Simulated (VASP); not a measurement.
Write the native input for VASP 6.6.1 that does the following.

* Task: single point
* Functional: LDA
* Potentials or basis: VASP PAW LDA potentials, release 64 (Si)
* Cutoff: 520 eV
* k mesh: 10 × 10 × 10
* Occupations: gaussian, width 0.02 eV
* Spin: no spin polarisation
* Dipole correction: no
* Further INCAR settings: ALGO = Normal; EDIFF = 1e-06; NBANDS = 11

The structure of Si lies in POSCAR:

```
Si
1.0
    0.0000000000      2.7009735863      2.7009735863
    2.7009735863      0.0000000000      2.7009735863
    2.7009735863      2.7009735863      0.0000000000
Si
2
Direct
    0.5000000000      0.5000000000      0.5000000000
    0.7500000000      0.7500000000      0.7500000000
```

One way to write it, as run:

INCAR

```
SYSTEM = Si
ALGO = Normal ; EDIFF = 1E-6
ENCUT = 520 ; GGA = CA
ISIF = 2 ; ISMEAR = 0
LASPH = .TRUE. ; LCHARG = .FALSE.
LREAL = .FALSE. ; LWAVE = .FALSE.
NBANDS = 11 ; NELM = 60
PREC = Accurate ; SIGMA = 0.02
```

KPOINTS

```
k-points
0
G
  10 10 10
  0 0 0
```

Potentials or basis: VASP PAW LDA potentials, release 64 (Si).

Command:

```bash
$ cat potpaw_LDA.64/Si/POTCAR > POTCAR
$ mpirun -np 1 vasp_std > vasp.out
```

It gave:

The pressure is 0.0 GPa. The band gap on the k mesh is 0.45 eV, indirect (least direct gap 2.53 eV).

Run time: 10 s on 1 thread of Intel(R) Xeon(R) Platinum 8375C CPU @ 2.90GHz (Ice Lake), on a shared host, peak memory 0.13 GiB.
